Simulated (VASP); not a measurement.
Data:

```yaml
crystal:
  lattice:
    - [0.00000, 2.42036, 2.42036]
    - [2.42036, 0.00000, 2.42036]
    - [2.42036, 2.42036, 0.00000]
  atoms:
    - { symbol: Be, position: [0.00000, 0.00000, 0.00000] }
    - { symbol: S, position: [0.25000, 0.25000, 0.25000] }
```

Level of theory: PBEsol GGA, VASP's PBE PAW potentials (set 64) (plane waves; VASP). Settings: 400 eV cut-off, 11×11×11 Γ-centred mesh, tetrahedra with Blöchl corrections, potentials Be S.

Task: What does the run give for the energy per atom (σ→0)?

Result: 
The energy per atom (σ→0) is -5.281 eV/atom.

Total energies compare only between runs with the same potentials, cut-off and functional.

The compound is BeS in the zinc blende structure. It was relaxed first.
